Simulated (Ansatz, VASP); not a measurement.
# Si (amorphous Si) in two plane-wave programs, part 2 of 3

Aim: how closely do two programs agree when they are given the same cell, functional and k mesh? The structure shown is the start of the Ansatz relaxation below; VASP solves that cell, so the two are compared at the walk's first step.

VASP 6.6.1 and Ansatz 0.2.0.

So far. Step 3 (VASP: single point, RPBE, start cell, pair 1): The run ends at a pressure of 0.57 GPa, with forces up to 0.19 eV/Å.

### 5. Ansatz: relaxation, RPBE

Level of this step: Ansatz beside VASP: Kohn-Sham DFT, plane waves, RPBE (Ansatz).

The two programs are compared at the cell with which this relaxation starts, whose forces are those of its first step. The cell compared in this pair holds 1588.61 Å³, against 1572.89 Å³ for the pair before.

The structure compared here is the start of the Ansatz relaxation; VASP solves that cell, so the two are compared at the walk's first step.

The input, input.yaml:

```yaml
crystal:
  lattice:
    - [11.53355, 0.15434, 0.09475]
    - [0.15673, 11.77193, 0.02063]
    - [0.09496, 0.02158, 11.70349]
  atoms:
    - { symbol: Si, position: [0.86152, 0.88538, 0.23129] }
    - { symbol: Si, position: [0.79268, 0.18838, 0.20804] }
    - { symbol: Si, position: [0.70413, 0.26556, 0.94387] }
    - { symbol: Si, position: [0.98673, 0.37454, 0.38809] }
    - { symbol: Si, position: [0.90213, 0.81724, 0.04312] }
    - { symbol: Si, position: [0.77764, 0.77573, 0.54386] }
    - { symbol: Si, position: [0.07171, 0.6808, 0.39957] }
    - { symbol: Si, position: [0.22167, 0.87994, 0.9691] }
    - { symbol: Si, position: [0.02986, 0.52001, 0.51815] }
    - { symbol: Si, position: [0.04929, 0.17959, 0.00957] }
    - { symbol: Si, position: [0.7082, 0.69967, 0.87632] }
    - { symbol: Si, position: [0.29948, 0.0798, 0.27509] }
    - { symbol: Si, position: [0.39807, 0.62966, 0.89499] }
    - { symbol: Si, position: [0.84905, 0.69487, 0.71806] }
    - { symbol: Si, position: [0.56822, 0.49568, 0.52922] }
    - { symbol: Si, position: [0.62824, 0.10798, 0.57967] }
    - { symbol: Si, position: [0.49988, 0.59097, 0.20147] }
    - { symbol: Si, position: [0.26977, 0.47759, 0.9361] }
    - { symbol: Si, position: [0.47692, 0.93959, 0.77393] }
    - { symbol: Si, position: [0.46204, 0.99343, 0.58092] }
    - { symbol: Si, position: [0.21457, 0.71759, 0.65937] }
    - { symbol: Si, position: [0.46343, 0.14247, 0.81193] }
    - { symbol: Si, position: [0.81271, 0.96426, 0.93204] }
    - { symbol: Si, position: [0.03762, 0.76425, 0.75986] }
    - { symbol: Si, position: [0.10962, 0.55776, 0.0453] }
    - { symbol: Si, position: [0.81422, 0.39399, 0.26845] }
    - { symbol: Si, position: [0.63033, 0.88601, 0.9017] }
    - { symbol: Si, position: [0.93412, 0.07209, 0.47712] }
    - { symbol: Si, position: [0.50649, 0.86493, 0.42176] }
    - { symbol: Si, position: [0.69356, 0.35508, 0.43063] }
    - { symbol: Si, position: [0.11749, 0.00375, 0.54695] }
    - { symbol: Si, position: [0.26407, 0.80048, 0.15773] }
    - { symbol: Si, position: [0.18815, 0.82194, 0.48297] }
    - { symbol: Si, position: [0.36795, 0.44598, 0.48374] }
    - { symbol: Si, position: [0.21454, 0.51077, 0.61455] }
    - { symbol: Si, position: [0.56675, 0.20188, 0.41362] }
    - { symbol: Si, position: [0.18629, 0.38374, 0.77317] }
    - { symbol: Si, position: [0.59276, 0.69717, 0.50117] }
    - { symbol: Si, position: [0.87682, 0.03289, 0.75201] }
    - { symbol: Si, position: [0.53733, 0.88851, 0.08218] }
    - { symbol: Si, position: [0.29068, 0.1148, 0.564] }
    - { symbol: Si, position: [0.65759, 0.24477, 0.73549] }
    - { symbol: Si, position: [0.33517, 0.52946, 0.30088] }
    - { symbol: Si, position: [0.07179, 0.74316, 0.95783] }
    - { symbol: Si, position: [0.10002, 0.32778, 0.22626] }
    - { symbol: Si, position: [0.3016, 0.34951, 0.22842] }
    - { symbol: Si, position: [0.86986, 0.23231, 0.72252] }
    - { symbol: Si, position: [0.42731, 0.72056, 0.07205] }
    - { symbol: Si, position: [0.06288, 0.96294, 0.73639] }
    - { symbol: Si, position: [0.80224, 0.60302, 0.24675] }
    - { symbol: Si, position: [0.87564, 0.50188, 0.67834] }
    - { symbol: Si, position: [0.17265, 0.63143, 0.22785] }
    - { symbol: Si, position: [0.93353, 0.06418, 0.27905] }
    - { symbol: Si, position: [0.50633, 0.20309, 0.9947] }
    - { symbol: Si, position: [0.84431, 0.14053, 0.01699] }
    - { symbol: Si, position: [0.9771, 0.38208, 0.81122] }
    - { symbol: Si, position: [0.79024, 0.42514, 0.05492] }
    - { symbol: Si, position: [0.27341, 0.19266, 0.75292] }
    - { symbol: Si, position: [0.78812, 0.97693, 0.58192] }
    - { symbol: Si, position: [0.99652, 0.38626, 0.01871] }
    - { symbol: Si, position: [0.58235, 0.54488, 0.86157] }
    - { symbol: Si, position: [0.57911, 0.47452, 0.0551] }
    - { symbol: Si, position: [0.65384, 0.88943, 0.25092] }
    - { symbol: Si, position: [0.80672, 0.63613, 0.04424] }
    - { symbol: Si, position: [0.10904, 0.1306, 0.20116] }
    - { symbol: Si, position: [0.87006, 0.26351, 0.51798] }
    - { symbol: Si, position: [0.16287, 0.06288, 0.88001] }
    - { symbol: Si, position: [0.61931, 0.09395, 0.25551] }
    - { symbol: Si, position: [0.36235, 0.23682, 0.4083] }
    - { symbol: Si, position: [0.63295, 0.68616, 0.30642] }
    - { symbol: Si, position: [0.40031, 0.36428, 0.04881] }
    - { symbol: Si, position: [0.88618, 0.74179, 0.36593] }
    - { symbol: Si, position: [0.32174, 0.88593, 0.334] }
    - { symbol: Si, position: [0.45744, 0.06939, 0.1345] }
    - { symbol: Si, position: [0.66271, 0.4435, 0.70019] }
    - { symbol: Si, position: [0.33145, 0.79919, 0.8108] }
kpoints:
  mp_grid: { grid: [1, 1, 1] }
hamiltonian:
  xc: rpbe
  pseudopotentials: { kind: paw, azcp: { folder: soft_1 } }
scf:
  occupations: { method: fermi_dirac, width: 0.05 }
output:
  forces: true
  eigenvalues: true
  stress: true
relax:
  f_tol: 0.05
  max_steps: 70
```

Launch:

```
> ansatz run input.yaml --threads 4 --pin off --max-ram 8192MiB --backend cpu --events-out ev --progress --plain --runs-dir out
```

Numbers of over 12 decimals in the logs are rounded to 6 here.

The log of the run:

```text
[...]
Crystal: 76 atoms, lattice volume = 1588.614 Å³
Basis set: ecut = 420 eV, 31111 PW (Γ), exchange–correlation on 160×160×160 points (8 copies of the dense FFT grid, shifted against one another)
Bands: 228, of which v1, the nominal top of the filled ones, is band 152 counted from 1 (151 counted from 0)
Symmetry: 1 space group operations
[...]
k-points: 1
[...]
- { symbol: Si, position: [0.702568, 0.265854, 0.943862] }
    - { symbol: Si, position: [0.986946, 0.373656, 0.388722] }
    - { symbol: Si, position: [0.901647, 0.815795, 0.042923] }
    - { symbol: Si, position: [0.776953, 0.776318, 0.544119] }
    - { symbol: Si, position: [0.072439, 0.680867, 0.399457] }
    - { symbol: Si, position: [0.220550, 0.879475, 0.968483] }
[...]
- { symbol: Si, position: [0.321390, 0.885345, 0.333510] }
    - { symbol: Si, position: [0.456779, 0.069674, 0.134780] }
    - { symbol: Si, position: [0.663848, 0.445076, 0.699712] }
    - { symbol: Si, position: [0.331448, 0.799572, 0.809529] }
[key lines of the parts left out:]
P = ⅓ Tr σ = -0.0090 GPa (-0.090 kbar)
```

### 6. VASP: single point, RPBE, start cell, pair 2

The same cell, functional, mesh and smearing now go to VASP, with its own data sets.

The input, INCAR:

```
SYSTEM = Si
PREC = Accurate
ENCUT = 400
EDIFF = 1E-06
NELM = 120
ISMEAR = -1
SIGMA = 0.05
LREAL = Auto
ALGO = Normal
GGA = RP
NBANDS = 208
LORBIT = 11
LWAVE = .FALSE.
LCHARG = .FALSE.
ISIF = 2
LASPH = .TRUE.
GGA_COMPAT = .FALSE.
EFERMI = MIDGAP
NCORE = 2
```

The input, POSCAR:

```
Si
1.0
   11.5335500000      0.1543400000      0.0947500000
    0.1567300000     11.7719300000      0.0206300000
    0.0949600000      0.0215800000     11.7034900000
Si
76
Direct
    0.8615188653      0.8853808959      0.2312904680
    0.7926804834      0.1883776209      0.2080411308
    0.7041326049      0.2655601418      0.9438727192
    0.9867339967      0.3745377812      0.3880876764
    0.9021262880      0.8172436705      0.0431207954
    0.7776422018      0.7757302572      0.5438561563
    0.0717086534      0.6807982863      0.3995697639
    0.2216716951      0.8799384662      0.9690992581
    0.0298603317      0.5200090144      0.5181482573
    0.0492861576      0.1795870865      0.0095719529
    0.7081969924      0.6996716733      0.8763167319
    0.2994802232      0.0798035535      0.2750869955
    0.3980669247      0.6296629772      0.8949888633
    0.8490539315      0.6948700226      0.7180607640
    0.5682168643      0.4956774985      0.5292212516
    0.6282394422      0.1079795984      0.5796686880
    0.4998759921      0.5909737263      0.2014736597
    0.2697743188      0.4775905130      0.9360956596
    0.4769169288      0.9395902920      0.7739339610
    0.4620377711      0.9934269716      0.5809230856
    0.2145668581      0.7175929929      0.6593730457
    0.4634279495      0.1424705221      0.8119331101
    0.8127129814      0.9642558602      0.9320384643
    0.0376174871      0.7642499081      0.7598561854
    0.1096176262      0.5577593453      0.0453033373
    0.8142209053      0.3939914655      0.2684519340
    0.6303272120      0.8860107632      0.9016966815
    0.9341177533      0.0720894492      0.4771230750
    0.5064866189      0.8649327059      0.4217602468
    0.6935640802      0.3550787637      0.4306287721
    0.1174897505      0.0037515949      0.5469471457
    0.2640698084      0.8004838374      0.1577277722
    0.1881480041      0.8219415829      0.4829684412
    0.3679496198      0.4459822276      0.4837391377
    0.2145384560      0.5107680922      0.6145462025
    0.5667536794      0.2018786425      0.4136232297
    0.1862857312      0.3837402675      0.7731738879
    0.5927612775      0.6971667303      0.5011713018
    0.8768189101      0.0328869940      0.7520101226
    0.5373315300      0.8885114736      0.0821770127
    0.2906779909      0.1148040805      0.5640018364
    0.6575941018      0.2447716706      0.7354937134
    0.3351740140      0.5294608702      0.3008777283
    0.0717878354      0.7431619344      0.9578310976
    0.1000161658      0.3277780924      0.2262625427
    0.3016010101      0.3495112181      0.2284201454
    0.8698604917      0.2323114207      0.7225185081
    0.4273120174      0.7205610129      0.0720509021
    0.0628817596      0.9629434980      0.7363937107
    0.8022383879      0.6030241126      0.2467509713
    0.8756388668      0.5018816165      0.6783429045
    0.1726528027      0.6314288150      0.2278478275
    0.9335324429      0.0641778169      0.2790470033
    0.5063326437      0.2030921898      0.9946977517
    0.8443073903      0.1405311641      0.0169866183
    0.9770958019      0.3820774373      0.8112227989
    0.7902382356      0.4251426452      0.0549198773
    0.2734116764      0.1926577525      0.7529223945
    0.7881205236      0.9769259321      0.5819180089
    0.9965175403      0.3862572789      0.0187133475
    0.5823519838      0.5448832183      0.8615704554
    0.5791101758      0.4745212653      0.0550980893
    0.6538379833      0.8894269559      0.2509166046
    0.8067159755      0.6361265143      0.0442381180
    0.1090409025      0.1306013198      0.2011600018
    0.8700628069      0.2635113008      0.5179758611
    0.1628709144      0.0628760041      0.8800085145
    0.6193072735      0.0939524926      0.2555120221
    0.3623524580      0.2368229612      0.4083039715
    0.6329500441      0.6861574922      0.3064190728
    0.4003079309      0.3642786815      0.0488107184
    0.8861790474      0.7417925867      0.3659277151
    0.3217423424      0.8859324357      0.3339976474
    0.4574438732      0.0693935142      0.1345005297
    0.6627101671      0.4434962854      0.7001893353
    0.3314459743      0.7991932954      0.8108015760
```

The input, KPOINTS:

```
Automatic mesh
0
Gamma
1 1 1
0 0 0
```

PAW data sets: Si (PBE family, release 64).

Launch:

```
> mpirun -np 8 vasp_gam
```

The log of the run:

```text
[banner, memory and clock lines left out]
running    8 mpi-ranks, on    1 nodes
[...]
[... a notice as in an earlier step ...]

 LDA part: xc-table for (Slater+PW92), standard interpolation
 POSCAR, INCAR and KPOINTS ok, starting setup
[...]
entering main loop
       N       E                     dE             d eps       ncg     rms          rms(c)
DAV:   1     0.129140755056E+04    0.12914E+04   -0.11215E+05   416   0.104E+03
DAV:   2    -0.219838825650E+03   -0.15112E+04   -0.14035E+04   536   0.192E+02
DAV:   3    -0.374241076722E+03   -0.15440E+03   -0.14955E+03   520   0.557E+01
DAV:   4    -0.378903369341E+03   -0.46623E+01   -0.46192E+01   504   0.115E+01
[...]
DAV:  17    -0.372686039055E+03   -0.51002E-05   -0.43151E-06   464   0.385E-03    0.236E-03
DAV:  18    -0.372686040125E+03   -0.10700E-05   -0.20076E-06   352   0.270E-03    0.133E-03
DAV:  19    -0.372686040221E+03   -0.95813E-07   -0.20244E-07   256   0.984E-04
   1 F= -.37268604E+03 E0= -.37263513E+03  d E =-.101815E+00
```

OUTCAR, selected parts (step 6):

```text
  FREE ENERGIE OF THE ION-ELECTRON SYSTEM (eV)
  ---------------------------------------------------
  free  energy   TOTEN  =      -372.6860402210 eV

  energy  without entropy=     -372.5842255974  energy(sigma->0) =     -372.63513291
```

The run ends at a pressure of -0.20 GPa, with forces up to 0.24 eV/Å.

### 7. Differences

Forces on 9 of the 76 atoms, those with the largest forces and the largest differences (eV/Å; atoms numbered as in POSCAR):

```tsv
atom	Ansatz x, y, z	VASP x, y, z
Si2	-0.231, 0.049, -0.021	-0.227, 0.039, -0.024
Si17	0.058, -0.026, 0.227	0.058, -0.020, 0.221
Si20	0.221, 0.071, 0.022	0.225, 0.078, 0.027
Si32	-0.159, 0.004, 0.115	-0.148, -0.003, 0.112
Si38	0.065, 0.012, 0.076	0.072, 0.018, 0.059
Si48	0.150, 0.123, -0.126	0.147, 0.124, -0.122
Si53	0.140, -0.171, 0.000	0.137, -0.167, 0.000
Si59	0.203, -0.010, -0.014	0.208, 0.000, -0.010
Si61	0.178, 0.126, 0.026	0.178, 0.133, 0.031
```

The forces differ by 4.3 meV/Å r.m.s., which is 5.2 % of the r.m.s. force of 0.083 eV/Å (both taken over all components).

### 8. Ansatz: relaxation, RPBE

The two programs are compared at the cell with which this relaxation starts, whose forces are those of its first step. The cell compared in this pair holds 1604.66 Å³, against 1588.61 Å³ for the pair before.

The structure compared here is the start of the Ansatz relaxation; VASP solves that cell, so the two are compared at the walk's first step.

input.yaml: that of step 5 with these lines changed.

```diff
@@ -2,5 +2,5 @@
   lattice:
-    - [11.53355, 0.15434, 0.09475]
-    - [0.15673, 11.77193, 0.02063]
-    - [0.09496, 0.02158, 11.70349]
+    - [11.64849, 0.03901, 0.09475]
+    - [0.0394, 11.77154, 0.02063]
+    - [0.0957, 0.02063, 11.70349]
   atoms:
```

Launch:

```
> ansatz run input.yaml --threads 4 --pin off --max-ram 8192MiB --backend cpu --events-out ev --progress --plain --runs-dir out
```

The log of the run:

```text
[...]
Crystal: 76 atoms, lattice volume = 1604.661 Å³
Basis set: ecut = 420 eV, 31383 PW (Γ), exchange–correlation on 160×160×160 points (8 copies of the dense FFT grid, shifted against one another)
Bands: 228, of which v1, the nominal top of the filled ones, is band 152 counted from 1 (151 counted from 0)
Symmetry: 1 space group operations
[...]
k-points: 1
[...]
- { symbol: Si, position: [0.703605, 0.265438, 0.944072] }
    - { symbol: Si, position: [0.985340, 0.374849, 0.387559] }
    - { symbol: Si, position: [0.901944, 0.816256, 0.041988] }
    - { symbol: Si, position: [0.778322, 0.775592, 0.543490] }
    - { symbol: Si, position: [0.071068, 0.681702, 0.398473] }
    - { symbol: Si, position: [0.220360, 0.879453, 0.968879] }
[...]
- { symbol: Si, position: [0.322204, 0.885495, 0.334529] }
    - { symbol: Si, position: [0.459291, 0.069666, 0.135233] }
    - { symbol: Si, position: [0.663560, 0.443647, 0.700302] }
    - { symbol: Si, position: [0.330686, 0.799047, 0.811016] }
[key lines of the parts left out:]
P = ⅓ Tr σ = -0.6201 GPa (-6.201 kbar)
```

(Part 2 of 3 ends here.)

[Lines on the potential files, build, host, timing and source positions are cut from VASP's logs without a mark.]

[Logs are printed without paths, hosts, clocks, repeated set-up lines and the standing remarks that a program may print on its own settings, such as how far it seeks lower states.]

[Hosts, paths, dates, database ids (printed as entryN), source tags and the programs' standing remarks are cut or masked in the printed files.]
